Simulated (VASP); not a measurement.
```xyz
2
Lattice="0.0000 3.2350 3.2350 3.2350 0.0000 3.2350 3.2350 3.2350 0.0000" Properties=species:S:1:pos:R:3 pbc="T T T"
Bi     0.0000     0.0000     0.0000
Te     3.2350     3.2350     3.2350
```

Calculation: PBEsol GGA, VASP's PBE PAW potentials (set 64) (plane waves; VASP). Numerical set-up: 300 eV cut-off, 5×5×5 Γ-centred mesh, Fermi-Dirac smearing of 0.10 eV, potentials Bi_d Te.

### Question
Give the energies of bands 8 to 13 at the high-symmetry points, in eV from the Fermi level.

### Answer

| band | Γ | X | U | L | W |
|---|---|---|---|---|---|
| 8 | -2.60 | -5.74 | -5.37 | -1.98 | -5.05 |
| 9 | -2.60 | -4.08 | -3.58 | -1.98 | -5.05 |
| 10 | -2.60 | -4.08 | -3.53 | -1.68 | -1.64 |
| 11 | 2.08 | 2.11 | 1.91 | -0.93 | -0.33 |
| 12 | 2.08 | 3.52 | 1.92 | -0.70 | 3.85 |
| 13 | 2.08 | 3.52 | 3.70 | -0.70 | 3.85 |

It has no gap at this level: it comes out as a metal or semimetal.

The structure comes from a measured BiTe entry (Fm-3m) of the Crystallography Open Database, whose conditions weren't checked. The cell was not relaxed at this level. The k-mesh is coarse (spacing up to 0.34 per Å, 2π included), so the numbers may not be converged in it. The electron count is odd and the run is not spin-polarised, which forces a metal.
